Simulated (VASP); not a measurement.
Here is the system:

```yaml
crystal:
  lattice:
    - [-2.62693, 2.62693, 2.62693]
    - [2.62693, -2.62693, 2.62693]
    - [2.62693, 2.62693, -2.62693]
  atoms:
    - { symbol: Rb, position: [0.00000, 0.00000, 0.00000] }
```

Level of theory: PBE GGA, VASP's PBE PAW potentials (set 64) (plane waves; VASP). Settings: 480 eV cut-off, 8×8×8 Γ-centred mesh, first-order Methfessel-Paxton smearing of 0.10 eV, potentials Rb_sv.

Problem. Predict the energy per atom (σ→0), band gap (on the k-mesh) with the smallest direct gap where there is one.

Solution. 
- band gap (on the k-mesh): none (metal, semimetal or under 0.01 eV)
- energy per atom (σ→0): -0.880 eV/atom

The compound is Rb in the bcc structure. It was relaxed first under an external pressure of 1 GPa.
